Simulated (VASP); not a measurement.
Shape and ions are relaxed at each volume.

Zr has the hexagonal space group P6₃/mmc (No. 194), the hcp (Mg type) structure, Pearson symbol hP2. Conventional cell: a = 3.182 Å, b = 3.182 Å, c = 5.131 Å, α = 90.00°, β = 90.00°, γ = 120.00°. Zr on 2c has 12 Zr at 3.156–3.182 Å (anticuboctahedral). (Neighbours: up to the widest gap in distance over summed covalent radii, below 1.35, at either atom.)

These are PBEsol GGA, VASP's PBE PAW potentials (set 64) (plane waves; VASP) values and carry that method's errors. Run with 520 eV cut-off, 13×13×7 Γ-centred mesh, first-order Methfessel-Paxton smearing of 0.10 eV, potentials Zr_sv.

### Question
Give the energy at these volumes per atom, relative to the lowest: 21.12, 21.80, 22.47, 23.15, 23.82 Å³.

### Answer
27.7, 6.9, 0.0, 5.6, 22.2 meV/atom. A third-order Birch-Murnaghan fit gives B0 = 98.1 GPa and B0′ = 2.7.

The compound is Zr in the hcp structure. It was relaxed first.
